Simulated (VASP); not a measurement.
# Quasiparticle energies of C (Diamond) in VASP

Aim: the quasiparticle gap of C (Diamond), and what it costs to get it. The cell has space group Fd-3m. The start is a cell from a database of measured crystal structures.

Main program and level: VASP 6.6.1; LDA; plane waves and PAW (C_GW), in the first sound run; inputs show where later runs differ.

### Step 1. Starting point

Symmetry: Fd-3m, No. 227, cubic system. Conventional cell: a = 3.567 Å, b = 3.567 Å, c = 3.567 Å, α = 90.00°, β = 90.00°, γ = 90.00°. Nearest to C lie 4 C at 1.54 Å.

### Step 2. Empty bands

The next step needs empty bands that the ground-state run didn't converge, so the Hamiltonian is diagonalised exactly for NBANDS bands, in a single step. LOPTICS writes the k-derivatives of the orbitals (WAVEDER), which give the long-wavelength limit of the screening.

The input, INCAR:

```
SYSTEM = C
PREC = Accurate
ENCUT = 440
ISMEAR = 0
SIGMA = 0.01
LREAL = .FALSE.
GGA = CA
NBANDS = 12
ALGO = Exact
NELM = 1
LWAVE = .TRUE.
LCHARG = .FALSE.
LOPTICS = .TRUE.
NEDOS = 1000
CSHIFT = 0.1
```

The input, POSCAR:

```
C
1.0
    0.0000000000      1.7833700000      1.7833700000
    1.7833700000      0.0000000000      1.7833700000
    1.7833700000      1.7833700000      0.0000000000
C
2
Direct
    0.7500000000      0.7500000000      0.7500000000
    0.5000000000      0.5000000000      0.5000000000
```

The input, KPOINTS:

```
Automatic mesh
0
Gamma
8 8 8
0 0 0
```

The projector-augmented-wave data sets are C_GW (LDA family, release 64).

Started as:

```
$ mpirun -np 4 vasp_std
```

The log of the run:

```text
[banner, memory and clock lines left out]
running    4 mpi-ranks, on    1 nodes
 distrk:  each k-point on    4 cores,    1 groups
 distr:  one band on    1 cores,    4 groups

 POSCAR found type information on POSCAR C
 POSCAR found :  1 types and       2 ions
 LDA part: xc-table for (Slater(with rela. corr.)+CA(PZ))
 , standard interpolation
 found WAVECAR, reading the header
  number of bands has changed, file:    10 present:    12
  trying to continue reading WAVECAR, but it might fail
 POSCAR, INCAR and KPOINTS ok, starting setup
 FFT: planning ... GRIDC
 FFT: planning ... GRID_SOFT
 FFT: planning ... GRID
 reading WAVECAR
 random initialization beyond band           10
 the WAVECAR file was read successfully
 initial charge from wavefunction
 entering main loop
       N       E                     dE             d eps       ncg     rms          rms(c)
DIA:   1    -0.202263933376E+02   -0.20226E+02    0.00000E+00     0   0.000E+00
   1 F= -.20226393E+02 E0= -.20226393E+02  d E =-.588466E-24
 writing wavefunctions
 optical routines
 imaginary and real dielectric function
 recalculating local potential from charge density
 direction            1
 direction            2
 direction            3
```

The job ended after 1.6 s (4 MPI ranks of AMD EPYC 9R45, shared host; peak memory 0.35 GiB).

Lines that name or quote the potential files are left out of all logs, and their timing lines are given in words.

From OUTCAR (step 2):

```text
ion  position               nearest neighbor table
   1  0.750  0.750  0.750-   2 1.54   2 1.54   2 1.54   2 1.54
   2  0.500  0.500  0.500-   1 1.54   1 1.54   1 1.54   1 1.54

  LATTYP: Found a face centered cubic cell.
 ALAT       =     3.5667400000

 Subroutine GETGRP returns: Found 48 space group operations
 (whereof 24 operations were pure point group operations)

The static configuration has the point symmetry T_d .
 The point group associated with its full space group is O_h .

 Found     29 irreducible k-points:

   k-points           NKPTS =     29   k-points in BZ     NKDIM =     29   number of bands    NBANDS=     12

   dimension x,y,z NGX =    18 NGY =   18 NGZ =   18
   dimension x,y,z NGXF=    36 NGYF=   36 NGZF=   36

   ENCUT  =  440.0 eV  32.34 Ry    5.69 a.u.   4.31  4.31  4.31*2*pi/ulx,y,z

   NELECT =       8.0000    total number of electrons

 k-points in reciprocal lattice and weights: Automatic mesh
   0.00000000  0.00000000  0.00000000       0.002
   0.12500000  0.00000000  0.00000000       0.016
   0.25000000  0.00000000  0.00000000       0.016
   0.37500000  0.00000000  0.00000000       0.016
   0.50000000  0.00000000  0.00000000       0.008
   0.12500000  0.12500000  0.00000000       0.012
   0.25000000  0.12500000  0.00000000       0.047
   0.37500000  0.12500000  0.00000000       0.047
   0.50000000  0.12500000  0.00000000       0.047
[...]
-0.37500000  0.50000000  0.12500000       0.023
  -0.25000000  0.50000000  0.25000000       0.012

 average (electrostatic) potential at core
       1 -49.4957       2 -49.4957

 E-fermi :   9.8265

 k-point     1 :       0.0000    0.0000    0.0000
  band No.  band energies     occupation
      1     -11.5539      2.00000
      2       9.7590      2.00000
      3       9.7590      2.00000
      4       9.7590      2.00000
      5      15.3056      0.00000
      6      15.3056      0.00000
      7      15.3056      0.00000
      8      23.3131      0.00000
      9      28.7668      0.00000
    ...

 k-point     2 :       0.1250    0.0000    0.0000
  band No.  band energies     occupation
      1     -11.1223      2.00000
      2       7.3812      2.00000
      3       9.1117      2.00000
      4       9.1117      2.00000
      5      16.1597      0.00000
      6      16.1597      0.00000
      7      16.6053      0.00000
      8      23.6066      0.00000
      9      29.3965      0.00000
    ...

 k-point     3 :       0.2500    0.0000    0.0000
  band No.  band energies     occupation
      1      -9.8400      2.00000
      2       3.2333      2.00000
      3       8.0231      2.00000
      4       8.0231      2.00000
      5      17.4876      0.00000
      6      17.4876      0.00000
      7      17.9543      0.00000
      8      24.3490      0.00000
      9      30.1581      0.00000
    ...

  Total       -1.2868608     -1.2868608     -1.2868608      0.0000000      0.0000000     -0.0000000
  in kB     -181.7555955   -181.7555955   -181.7555955      0.0000000      0.0000000     -0.0000000
  external PRESSURE =    -181.7555955 kB  Pullay stress =       0.0000000 kB

  energy-cutoff  :      440.00
  volume of cell :       11.34
      direct lattice vectors                 reciprocal lattice vectors
     0.000000000  1.783370000  1.783370000    -0.280368067  0.280368067  0.280368067
     1.783370000  0.000000000  1.783370000     0.280368067 -0.280368067  0.280368067
     1.783370000  1.783370000  0.000000000     0.280368067  0.280368067 -0.280368067

 POSITION                                       TOTAL-FORCE (eV/Angst)
 -----------------------------------------------------------------------------------
      2.67505      2.67505      2.67505        -0.000000     -0.000000     -0.000000
      1.78337      1.78337      1.78337         0.000000      0.000000      0.000000
 -----------------------------------------------------------------------------------
    total drift:                                0.000000     -0.000000      0.000000

  FREE ENERGIE OF THE ION-ELECTRON SYSTEM (eV)
  ---------------------------------------------------
  free  energy   TOTEN  =       -20.2263933376 eV

  energy  without entropy=      -20.2263933376  energy(sigma->0) =      -20.22639334

 plasma frequency squared (from intraband transitions) (eV^2)
  --------------------------------------------------------------------------------------
       0.000       0.000       0.000
       0.000       0.000       0.000
       0.000       0.000       0.000

[... 3 further parts left out ...]
```

The gap is read on the k-mesh alone, so it is an upper bound where the band edges lie off the mesh.

A gap read on the k-mesh alone can miss the band edges.

This step gave:

| Property | Result |
| --- | --- |
| gap on the k-mesh | 4.103 eV |
| least direct gap on the k-mesh | 5.547 eV |

WAVECAR now holds 12 bands for 8 electrons. Its independent-particle dielectric tensor has xx, yy, zz = 6.0, 6.0, 6.0 on this mesh, which isn't tested for convergence in mesh or bands and lacks local fields.

### Step 3. G0W0, bands in the sums 12

This step: G0W0 on LDA; plane waves and PAW (C_GW) (VASP 6.6.1).

G0W0 keeps orbitals and screening fixed and shifts each of the lowest NBANDSGW levels once.

The input, INCAR:

```
SYSTEM = C
PREC = Accurate
ENCUT = 440
ISMEAR = 0
SIGMA = 0.01
LREAL = .FALSE.
GGA = CA
NBANDS = 12
ALGO = EVGW0
NELMGW = 1
ENCUTGW = 180
NOMEGA = 48
PRECFOCK = Fast
NBANDSGW = 12
LWAVE = .FALSE.
LCHARG = .FALSE.
```

POSCAR is that of step 2.

KPOINTS is that of step 2.

Started as:

```
$ mpirun -np 4 vasp_std
```

The log of the run:

```text
[banner, memory and clock lines left out]
running    4 mpi-ranks, on    1 nodes
 distrk:  each k-point on    4 cores,    1 groups
 distr:  one band on    1 cores,    4 groups

 POSCAR found type information on POSCAR C
 POSCAR found :  1 types and       2 ions
|                                                                             |
|           W    W    AA    RRRRR   N    N  II  N    N   GGGG   !!!           |
|           W    W   A  A   R    R  NN   N  II  NN   N  G    G  !!!           |
|           W    W  A    A  R    R  N N  N  II  N N  N  G       !!!           |
|           W WW W  AAAAAA  RRRRR   N  N N  II  N  N N  G  GGG   !            |
|           WW  WW  A    A  R   R   N   NN  II  N   NN  G    G                |
|           W    W  A    A  R    R  N    N  II  N    N   GGGG   !!!           |
|                                                                             |
|     The default for ENCUTGWSOFT is different in this version of VASP.       |
|     please manually set ENCUTGWSOFT =180 in the INCAR file.                 |
|                                                                             |

 LDA part: xc-table for (Slater(with rela. corr.)+CA(PZ))
 , standard interpolation
 found WAVECAR, reading the header
 POSCAR, INCAR and KPOINTS ok, starting setup
 FFT: planning ... GRIDC
 FFT: planning ... GRID_SOFT
 FFT: planning ... GRID
 reading WAVECAR
 the WAVECAR file was read successfully
 initial charge from wavefunction
 available memory per node:     72.30 GB, setting MAXMEM to     74038

 The Fermi energy was updated, please check that it is located mid-gap
 values below the HOMO (VB) or above the LUMO (CB) will cause erroneous energies
 E-fermi :  11.8104

 calculate exact exchange contribution
 the WAVEDER file was read successfully
energies w=
    0.000    0.000    1.286    0.000    2.567    0.000    3.837    0.000
    5.094    0.000    6.332    0.000    7.550    0.000    8.746    0.000
    9.920    0.000   11.072    0.000   12.204    0.000   13.317    0.000
   14.414    0.000   15.499    0.000   16.573    0.000   17.642    0.000
   18.708    0.000   19.777    0.000   20.853    0.000   21.940    0.000
   23.045    0.000   24.174    0.000   25.332    0.000   26.528    0.000
   27.770    0.000   29.067    0.000   30.430    0.000   31.872    0.000
   33.408    0.000   35.058    0.000   36.842    0.000   38.787    0.000
   40.927    0.000   43.304    0.000   45.973    0.000   49.001    0.000
   52.481    0.000   56.537    0.000   61.339    0.000   67.128    0.000
   74.256    0.000   83.259    0.000   94.995    0.000  110.924    0.000
  133.753    0.000  169.118    0.000  231.039    0.000  366.722    0.000
 responsefunction array rank=      72
 LDA part: xc-table for (Slater(with rela. corr.)+CA(PZ))
 , standard interpolation

 min. memory requirement per mpi rank     70.0 MB, per node    280.2 MB

 allocating  12 responsefunctions rank=    72
 shmem allocating  48 responsefunctions rank=    72
 response function shared by NCSHMEM nodes    1
 Doing           12  frequencies on each core in blocks of           48
NQ=   1    0.0000    0.0000    0.0000,
|.........|.........|.........|.........|.........|.........|.........|.........
 performed         41000 updates of chi_q(r,r)
 total number of BLAS operations          1.15 Gflops
NQ=   2    0.1250    0.0000    0.0000,
|.........|.........|.........|.........|.........|.........|.........|.........
 performed        122000 updates of chi_q(r,r)
 total number of BLAS operations          3.64 Gflops
NQ=   3    0.2500    0.0000    0.0000,
|.........|.........|.........|.........|.........|.........|.........|.........
 performed        203000 updates of chi_q(r,r)
 total number of BLAS operations          6.14 Gflops
NQ=   4    0.3750    0.0000    0.0000,
|.........|.........|.........|.........|.........|.........|.........|.........
 performed        284000 updates of chi_q(r,r)
 total number of BLAS operations          8.80 Gflops
NQ=   5    0.5000    0.0000    0.0000,
|.........|.........|.........|.........|.........|.........|.........|.........
 performed        349000 updates of chi_q(r,r)
 total number of BLAS operations         11.34 Gflops
NQ=   6    0.1250    0.1250    0.0000,
|.........|.........|.........|.........|.........|.........|.........|.........
 performed        427000 updates of chi_q(r,r)
 total number of BLAS operations         13.62 Gflops
NQ=   7    0.2500    0.1250    0.0000,
|.........|.........|.........|.........|.........|.........|.........|.........
 performed        566000 updates of chi_q(r,r)
 total number of BLAS operations         17.92 Gflops
NQ=   8    0.3750    0.1250    0.0000,
|.........|.........|.........|.........|.........|.........|.........|.........
 performed        705000 updates of chi_q(r,r)
 total number of BLAS operations         22.22 Gflops
NQ=   9    0.5000    0.1250    0.0000,
|.........|.........|.........|.........|.........|.........|.........|.........
 performed        844000 updates of chi_q(r,r)
 total number of BLAS operations         26.95 Gflops
NQ=  10   -0.3750    0.1250    0.0000,
|.........|.........|.........|.........|.........|.........|.........|.........
 performed        983000 updates of chi_q(r,r)
 total number of BLAS operations         31.53 Gflops
NQ=  11   -0.2500    0.1250    0.0000,
|.........|.........|.........|.........|.........|.........|.........|.........
 performed       1122000 updates of chi_q(r,r)
 total number of BLAS operations         35.84 Gflops
NQ=  12   -0.1250    0.1250    0.0000,
|.........|.........|.........|.........|.........|.........|.........|.........
 performed       1234000 updates of chi_q(r,r)
 total number of BLAS operations         39.18 Gflops
NQ=  13    0.2500    0.2500    0.0000,
|.........|.........|.........|.........|.........|.........|.........|.........
 performed       1312000 updates of chi_q(r,r)
 total number of BLAS operations         41.45 Gflops
NQ=  14    0.3750    0.2500    0.0000,
|.........|.........|.........|.........|.........|.........|.........|.........
 performed       1451000 updates of chi_q(r,r)
 total number of BLAS operations         46.03 Gflops
NQ=  15    0.5000    0.2500    0.0000,
|.........|.........|.........|.........|.........|.........|.........|.........
 performed       1590000 updates of chi_q(r,r)
 total number of BLAS operations         50.47 Gflops
NQ=  16   -0.3750    0.2500    0.0000,
|.........|.........|.........|.........|.........|.........|.........|.........
 performed       1729000 updates of chi_q(r,r)
 total number of BLAS operations         54.64 Gflops
NQ=  17   -0.2500    0.2500    0.0000,
|.........|.........|.........|.........|.........|.........|.........|.........
 performed       1841000 updates of chi_q(r,r)
 total number of BLAS operations         57.77 Gflops
NQ=  18    0.3750    0.3750    0.0000,
|.........|.........|.........|.........|.........|.........|.........|.........
 performed       1919000 updates of chi_q(r,r)
 total number of BLAS operations         60.35 Gflops
NQ=  19    0.5000    0.3750    0.0000,
|.........|.........|.........|.........|.........|.........|.........|.........
 performed       2058000 updates of chi_q(r,r)
 total number of BLAS operations         64.65 Gflops
NQ=  20   -0.3750    0.3750    0.0000,
|.........|.........|.........|.........|.........|.........|.........|.........
 performed       2170000 updates of chi_q(r,r)
 total number of BLAS operations         68.68 Gflops
NQ=  21    0.5000    0.5000    0.0000,
|.........|.........|.........|.........|.........|.........|.........|.........
 performed       2227000 updates of chi_q(r,r)
 total number of BLAS operations         70.56 Gflops
NQ=  22    0.3750    0.2500    0.1250,
|.........|.........|.........|.........|.........|.........|.........|.........
 performed       2383000 updates of chi_q(r,r)
 total number of BLAS operations         75.20 Gflops
NQ=  23    0.5000    0.2500    0.1250,
|.........|.........|.........|.........|.........|.........|.........|.........
 performed       2563000 updates of chi_q(r,r)
 total number of BLAS operations         80.75 Gflops
NQ=  24   -0.3750    0.2500    0.1250,
|.........|.........|.........|.........|.........|.........|.........|.........
 performed       2708000 updates of chi_q(r,r)
 total number of BLAS operations         85.22 Gflops
NQ=  25    0.5000    0.3750    0.1250,
|.........|.........|.........|.........|.........|.........|.........|.........
 performed       2864000 updates of chi_q(r,r)
 total number of BLAS operations         90.02 Gflops
NQ=  26   -0.3750    0.3750    0.1250,
|.........|.........|.........|.........|.........|.........|.........|.........
 performed       3044000 updates of chi_q(r,r)
 total number of BLAS operations         95.57 Gflops
NQ=  27   -0.2500    0.3750    0.1250,
|.........|.........|.........|.........|.........|.........|.........|.........
 performed       3189000 updates of chi_q(r,r)
 total number of BLAS operations         99.90 Gflops
NQ=  28   -0.3750    0.5000    0.1250,
|.........|.........|.........|.........|.........|.........|.........|.........
 performed       3301000 updates of chi_q(r,r)
 total number of BLAS operations        103.36 Gflops
NQ=  29   -0.2500    0.5000    0.2500,
|.........|.........|.........|.........|.........|.........|.........|.........
 performed       3378000 updates of chi_q(r,r)
 total number of BLAS operations        105.31 Gflops
 resolving degeneracies of screened two electron integrals

 calculate QP shifts <psi_nk| G(iteration)W_0 |psi_nk>: iteration 1
 entering main loop
```

Elapsed: 27 s, on 4 MPI ranks; peak memory 0.49 GiB.

From OUTCAR (step 3):

```text
 Found     29 irreducible k-points:

   k-points           NKPTS =     29   k-points in BZ     NKDIM =    512   number of bands    NBANDS=     12

   NELECT =       8.0000    total number of electrons

 E-fermi :  11.8104

 QP shifts <psi_nk| G(iteration)W_0 |psi_nk>: iteration 1
 for sc-GW calculations column KS-energies equals QP-energies in previous step
 and V_xc(KS)=  KS-energies - (<T + V_ion + V_H > + <T+V_H+V_ion>^1  + <V_x>^1)
 k-point   1 :       0.0000    0.0000    0.0000
  band No.  KS-energies  QP-energies   sigma(KS)   V_xc(KS)     V^pw_x(r,r')   Z            occupation Imag(sigma)
      1     -11.5539     -12.6806     -16.2691     -14.7770     -25.3285       0.7551       2.0000       1.7913
      2       9.7590      10.2398     -16.4096     -16.9880     -19.0633       0.8312       2.0000       0.0834
      3       9.7590      10.2398     -16.4096     -16.9880     -19.0633       0.8312       2.0000       0.0834
      4       9.7590      10.2398     -16.4096     -16.9880     -19.0633       0.8312       2.0000       0.0834
      5      15.3056      17.7102     -12.8838     -15.7850      -9.3898       0.8288       0.0000      -0.0997
      6      15.3056      17.7102     -12.8838     -15.7850      -9.3898       0.8288       0.0000      -0.0997
      7      15.3056      17.7102     -12.8838     -15.7850      -9.3898       0.8288       0.0000      -0.0997
      8      23.3131      25.2615     -13.7292     -16.2644      -7.7007       0.7686       0.0000      -0.2836
    ...

 k-point   2 :       0.1250    0.0000    0.0000
  band No.  KS-energies  QP-energies   sigma(KS)   V_xc(KS)     V^pw_x(r,r')   Z            occupation Imag(sigma)
      1     -11.1223     -12.2204     -16.2618     -14.8073     -25.2189       0.7550       2.0000       1.7115
      2       7.3812       7.5807     -16.1737     -16.4164     -19.3595       0.8223       2.0000       0.1085
      3       9.1117       9.5410     -16.3076     -16.8254     -19.0971       0.8290       2.0000       0.0890
      4       9.1117       9.5410     -16.3076     -16.8254     -19.0971       0.8290       2.0000       0.0890
      5      16.1597      18.6342     -12.9614     -15.9540      -9.2656       0.8269       0.0000      -0.1093
      6      16.1597      18.6342     -12.9614     -15.9540      -9.2656       0.8269       0.0000      -0.1093
      7      16.6053      18.9764     -13.1071     -15.9819      -9.3708       0.8248       0.0000      -0.1126
      8      23.6066      25.7044     -13.4891     -16.2173      -7.4459       0.7689       0.0000      -0.2938
    ...

 k-point   3 :       0.2500    0.0000    0.0000
  band No.  KS-energies  QP-energies   sigma(KS)   V_xc(KS)     V^pw_x(r,r')   Z            occupation Imag(sigma)
      1      -9.8400     -10.8614     -16.2584     -14.9048     -24.8990       0.7545       2.0000       1.4815
      2       3.2333       2.9622     -16.1537     -15.8134     -20.5841       0.7969       2.0000       0.1861
      3       8.0231       8.3349     -16.2946     -16.6728     -19.4226       0.8244       2.0000       0.1018
      4       8.0231       8.3349     -16.2946     -16.6728     -19.4226       0.8244       2.0000       0.1018
      5      17.4876      20.0669     -12.8238     -15.9626      -8.7398       0.8218       0.0000      -0.1274
      6      17.4876      20.0669     -12.8238     -15.9626      -8.7398       0.8218       0.0000      -0.1274
      7      17.9543      20.1315     -13.1736     -15.8328      -8.9674       0.8187       0.0000      -0.1332
      8      24.3490      26.7932     -12.7053     -15.8631      -6.6347       0.7740       0.0000      -0.3186
    ...

[... 8 parts as in an earlier step ...]

[... 5 further parts left out ...]
```

Numbers from this step:

```
quasiparticle gap on the mesh                 : 5.425 eV
smallest direct quasiparticle gap on the mesh : 7.470 eV
gap of the starting orbitals on the mesh      : 4.103 eV
```

GW takes the gap from 4.103 to 5.425 eV. The value holds for 12 bands, ENCUTGW = 180 eV and this mesh, and isn't shown to be converged in them.

[end of part 1 of 2]

[Lines on the potential files, build, host, timing and source positions are cut from VASP's logs without a mark.]

[Logs are printed without paths, hosts, clocks, repeated set-up lines and the standing remarks that a program may print on its own settings, such as how far it seeks lower states.]

[Hosts, paths, dates, database ids (printed as entryN), source tags and the programs' standing remarks are cut or masked in the printed files.]

[Pressures printed for these runs are not shown converged in the cutoff: they can be off by several GPa and have the wrong sign.]
